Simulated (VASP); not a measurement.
# BiSbS4 (P-3m1) in VASP: settings compared, part 2 of 2

VASP 6.6.1. The steps go on from the part before.

## (3) Relaxation of cell and atoms, PBE

This run uses another cell than the first one, of 27.26 Å³/atom, 0.991 times its volume.

Input file INCAR:

```
ALGO = Normal ; EDIFF = 1E-7
EDIFFG = -0.005 ; ENCUT = 520
GGA = PE ; IBRION = 2
ISIF = 3 ; ISMEAR = 0
KPAR = 4 ; LASPH = T
LCHARG = F ; LREAL = F
LWAVE = F ; NELM = 120
NSW = 60 ; POTIM = 0.3
PREC = Accurate ; SIGMA = 0.1
```

Input file KPOINTS:

```
k-points
0
Gamma
  10 10 4
```

Input file POSCAR:

```
BiSbS4                                  
1.0
    3.8123602557     -0.0000000000      0.0000000000
   -1.9061801279      3.3016008323      0.0000000000
    0.0000000000     -0.0000000000     12.9944105044
  Sb              Bi              S             
     1     1     4
Direct
     0.0000000000000000    0.0000000000000000    0.0000000000000000
     0.0000000000000000    0.0000000000000000    0.5000000000000000
     0.3333333300000021    0.6666666699999979    0.8835917159460021
     0.3333333300000021    0.6666666699999979    0.3734185443064310
     0.6666666699999979    0.3333333300000021    0.6265814556935689
     0.6666666699999979    0.3333333300000021    0.1164082840539982
```

Potentials or basis: VASP PAW PBE potentials, release 64 (Sb, Bi_d, S).

Command:

```sh
cat potpaw_PBE.64/Sb/POTCAR potpaw_PBE.64/Bi_d/POTCAR potpaw_PBE.64/S/POTCAR > POTCAR
mpirun -np 4 vasp_std > vasp.out
```

It took 4.3 min on 4 MPI ranks of AMD EPYC 9R45 (Zen 5), shared host; peak memory 0.4 GiB.

The run converged. Its results:

| Property | Result |
| --- | --- |
| Free energy | -24.8296 eV |
| Relaxed volume | 27.57 Å³/atom |
| Relaxed cell | a = 3.811 Å, b = 3.811 Å, c = 13.148 Å, α = 90.00°, β = 90.00°, γ = 120.00° |
| Space group after relaxing (to 0.05 Å) | P-3m1 (No. 164) |
| Energy gained by relaxing | 0.1 meV/atom |
| Ionic steps | 17 |
| Pressure after relaxing | 0.0 GPa |
| Band gap on the k mesh | none (metal or under the smearing width) |

Forces on the atoms (eV/Å):
```
Sb   0.000  0.000  0.000
Bi   0.000  0.000  0.000
S    0.000  0.000 -0.001
S    0.000  0.000  0.002
S    0.000  0.000 -0.002
S    0.000  0.000  0.001
```

Step by step:
| step | energy change (eV) | largest force (eV/Å) | pressure (GPa) | volume (Å³) |
| --- | --- | --- | --- | --- |
| 1 | 0.0000 | 0.0095 | 0.00 | 163.56 |
| 2 | 0.0000 | 0.0078 | 0.01 | 163.56 |
| 3 | 0.0000 | 0.0024 | 0.03 | 163.56 |
| 4 | 0.0000 | 0.0080 | 0.06 | 163.57 |
| 5 | 0.0000 | 0.0028 | 0.05 | 163.56 |
| 6 | 0.0000 | 0.0028 | 0.05 | 163.57 |
| 7 | 0.0000 | 0.0033 | 0.04 | 163.60 |
| 8 | -0.0001 | 0.0040 | 0.04 | 163.65 |
| 9 | -0.0001 | 0.0056 | 0.03 | 163.76 |
| 10 | -0.0001 | 0.0112 | 0.01 | 163.98 |
| 11 | -0.0001 | 0.0226 | -0.02 | 164.41 |
| 12 | -0.0001 | 0.0177 | 0.00 | 164.23 |
| 13 | -0.0002 | 0.0169 | -0.01 | 164.35 |
| 14 | -0.0002 | 0.0138 | -0.01 | 164.69 |
| 15 | -0.0003 | 0.0092 | -0.02 | 165.39 |
| 16 | -0.0003 | 0.0094 | 0.05 | 165.44 |
| 17 | -0.0003 | 0.0021 | 0.02 | 165.41 |

Final structure:
```xyz
6
Lattice="3.8115 0.0000 0.0000 -1.9057 3.3008 0.0000 0.0000 0.0000 13.1476" Properties=species:S:1:pos:R:3 pbc="T T T"
Sb   -1.9057    3.3008    0.0000
Bi    0.0000    0.0000    6.5738
S     0.0000    2.2006   11.6355
S     0.0000    2.2006    4.9300
S     1.9057    1.1003    8.2176
S     1.9057    1.1003    1.5122
```

Levels at points of the mesh, in eV from the Fermi level:
```
           k point  band 19  band 20  band 21  band 22  band 23  band 24  band 25  band 26
(0.00, 0.00, 0.00)    -1.20    -0.71    -0.63    -0.63     0.19     1.26     2.27     2.52
(0.50, 0.00, 0.00)    -1.67    -1.41    -0.87    -0.85    -0.54     2.50     3.08     3.81
(0.00, 0.00, 0.50)    -1.20    -0.63    -0.63    -0.24    -0.06     1.28     2.27     2.53
(0.50, 0.00, 0.50)    -1.66    -1.35    -0.88    -0.83    -0.71     2.57     3.05     3.86
```

Caveat: spin-orbit coupling is left out, which moves the levels of the heavy elements; this functional lacks dispersion, which binds the layers, so the pressure and a relaxed spacing across them are unreliable.

## (4) Single point, r2SCAN

This run uses another cell than the first one, of 27.57 Å³/atom, 1.003 times its volume.

Input file INCAR:

```
ALGO = Normal ; EDIFF = 1E-6
ENCUT = 520 ; ISIF = 2
ISMEAR = 0 ; KPAR = 4
LASPH = True ; LCHARG = False
LMIXTAU = True ; LREAL = False
LWAVE = False ; METAGGA = R2SCAN
NBANDS = 31 ; NELM = 150
PREC = Accurate ; SIGMA = 0.1
```

KPOINTS is that of step 3.

Input file POSCAR:

```
BiSbS4                                  
1.0
    3.8114847457      0.0000000000      0.0000000000
   -1.9057423729      3.3008426184     -0.0000000000
    0.0000000000     -0.0000000000     13.1476428391
  Sb              Bi              S             
     1     1     4
Direct
     0.0000000000000000    1.0000000000000000    0.0000000000000000
     0.0000000000000000    0.0000000000000000    0.5000000000000000
     0.3333333300000021    0.6666666699999979    0.8849845515770793
     0.3333333300000021    0.6666666699999979    0.3749730168009590
     0.6666666699999979    0.3333333300000021    0.6250269831990408
     0.6666666699999979    0.3333333300000021    0.1150154484229207
```

Potentials or basis: VASP PAW PBE potentials, release 64 (Sb, Bi_d, S).

Command:

```sh
cat potpaw_PBE.64/Sb/POTCAR potpaw_PBE.64/Bi_d/POTCAR potpaw_PBE.64/S/POTCAR > POTCAR
mpirun -np 4 vasp_std > vasp.out
```

OUTCAR:

```text
EDIFF = 1E-6
   ENCUT = 520
   ISIF = 2
   ISMEAR = 0
   LASPH = True
   LREAL = False
   METAGGA = R2SCAN
   NELM = 150
   PREC = Accurate

 ion  position               nearest neighbor table
   1  0.000  0.000  0.000-   3 2.67   6 2.67   6 2.67   3 2.67   6 2.67   3 2.67
   2  0.000  0.000  0.500-   4 2.75   5 2.75   5 2.75   4 2.75   5 2.75   4 2.75
   3  0.333  0.667  0.885-   1 2.67   1 2.67   1 2.67
   4  0.333  0.667  0.375-   2 2.75   2 2.75   2 2.75
   5  0.667  0.333  0.625-   2 2.75   2 2.75   2 2.75
[... 1025 lines left out ...]
  -------------------------------------------------------------------------------------
  Total       -1.4675636     -1.4675636     -1.5861074      0.0000000      0.0000000     -0.0000000
  in kB      -14.2147956    -14.2147956    -15.3630084      0.0000000      0.0000000     -0.0000000
  external PRESSURE =     -14.5975332 kB  Pullay stress =       0.0000000 kB

 VOLUME and BASIS-vectors are now :
 -----------------------------------------------------------------------------
  energy-cutoff  :      520.00
  volume of cell :      165.41
      direct lattice vectors                 reciprocal lattice vectors
     3.811484746  0.000000000  0.000000000     0.262364949  0.151476474  0.000000000
    -1.905742373  3.300842618  0.000000000     0.000000000  0.302952947  0.000000000
     0.000000000  0.000000000 13.147642839     0.000000000  0.000000000  0.076059261

 POSITION                                       TOTAL-FORCE (eV/Angst)
 -----------------------------------------------------------------------------------
      0.00000      0.00000      0.00000        -0.000000      0.000000     -0.000000
      0.00000      0.00000      6.57382        -0.000000      0.000000     -0.000000
     -0.00000      2.20056     11.63546         0.000000      0.000000      0.149734
     -0.00000      2.20056      4.93001         0.000000     -0.000000      0.138773
      1.90574      1.10028      8.21763        -0.000000      0.000000     -0.138773
      1.90574      1.10028      1.51218        -0.000000     -0.000000     -0.149734
 -----------------------------------------------------------------------------------
    total drift:                                0.000000      0.000000      0.000000

  FREE ENERGIE OF THE ION-ELECTRON SYSTEM (eV)
  ---------------------------------------------------
  free  energy   TOTEN  =      -116.7487644546 eV

  energy  without entropy=     -116.7249299106  energy(sigma->0) =     -116.73684718
```

OSZICAR:

```text
N       E                     dE             d eps       ncg     rms          rms(c)
DAV:   1     0.264591522036E+03    0.26459E+03   -0.19511E+04  3116   0.132E+03
DAV:   2    -0.877052836760E+02   -0.35230E+03   -0.33800E+03  3681   0.313E+02
DAV:   3    -0.126042706309E+03   -0.38337E+02   -0.37486E+02  4010   0.113E+02
[... 28 lines left out ...]
DAV:  32    -0.116748758136E+03   -0.10661E-05   -0.12738E-05  3328   0.245E-02    0.105E-02
DAV:  33    -0.116748756265E+03    0.18711E-05   -0.67590E-06  3200   0.229E-02    0.893E-03
DAV:  34    -0.116748765119E+03   -0.88540E-05   -0.30307E-06  2896   0.167E-02    0.786E-03
DAV:  35    -0.116748763701E+03    0.14177E-05   -0.83799E-07  1984   0.725E-03    0.312E-03
DAV:  36    -0.116748764455E+03   -0.75366E-06   -0.61243E-07  2068   0.491E-03
   1 F= -.11674876E+03 E0= -.11673685E+03  d E =-.238345E-01
```

It took 4.4 min on 4 MPI ranks of AMD EPYC 9R45 (Zen 5), shared host; peak memory 0.44 GiB.

Results:

* Free energy: -116.7488 eV
* Pressure: -1.5 GPa
* Largest force: 0.150 eV/Å
* Band gap on the k mesh: none (metal or under the smearing width)

Forces on the atoms (eV/Å):
```
Sb   0.000  0.000  0.000
Bi   0.000  0.000  0.000
S    0.000  0.000  0.150
S    0.000  0.000  0.139
S    0.000  0.000 -0.139
S    0.000  0.000 -0.150
```

Caveat: the PAW data sets were made with another functional, which shifts forces and pressure a little; spin-orbit coupling is left out, which moves the levels of the heavy elements.
